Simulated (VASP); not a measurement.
Data:

```
BN
1.0
    1.25025    -2.16549     0.00000
    1.25025     2.16549     0.00000
    0.00000     0.00000     6.69417
B N
2 2
Direct
  0.33333   0.66667   0.25000
  0.66667   0.33333   0.75000
  0.66667   0.33333   0.25000
  0.33333   0.66667   0.75000
```

Computed with MS2 meta-GGA, VASP's PBE PAW potentials (set 64) (plane waves; VASP 6.6.1). Settings: 520 eV cut-off, 11×11×4 Γ-centred mesh, tetrahedra with Blöchl corrections, potentials B N.

Question: Predict the energy per atom (σ→0), band gap (over mesh and band path) with the smallest direct gap where there is one.

Answer: 
```yaml
band gap (over mesh and band path): 4.68 eV
smallest direct gap (over mesh and band path): 5.16 eV
energy per atom (σ→0): -10.625 eV/atom
```

Only differences to runs with the same potentials and settings are physical.

The compound is BN in the hex structure. It was relaxed first.
